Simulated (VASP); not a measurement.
Input:

```
CELL_PARAMETERS angstrom
     -2.91500     2.91500     1.59000
      2.91500    -2.91500     1.59000
      2.91500     2.91500    -1.59000
ATOMIC_POSITIONS crystal
  Sn 0.25000 0.75000 0.50000
  Sn 0.00000 0.00000 0.00000
```

Computed with revPBE GGA, VASP's PBE PAW potentials (set 64) (plane waves; VASP). Run with 520 eV cut-off, 12×12×12 Γ-centred mesh, first-order Methfessel-Paxton smearing of 0.10 eV, potentials Sn_d.

Energy and stress use the plane-wave basis of the starting cell.

Q: The ions, cell shape and volume are relaxed. Give the cell that the relaxation ends in.

A: 
```
CELL_PARAMETERS angstrom
     -2.98488     2.98488     1.62735
      2.98488    -2.98488     1.62735
      2.98488     2.98488    -1.62735
ATOMIC_POSITIONS crystal
  Sn 0.25000 0.75000 0.50000
  Sn 0.00000 0.00000 0.00000
```
Space group I4_1/amd (141), at a tolerance of 0.03 Å.

Q: How do energy and volume change from the first to the last step?

A: The energy (σ→0) changes by -21.2 meV/atom and the volume by +7.3 %, in 7 ionic steps.

The compound is Sn in the beta structure. This run relaxes it. Symmetry was kept, so distortions that lower it aren't found.
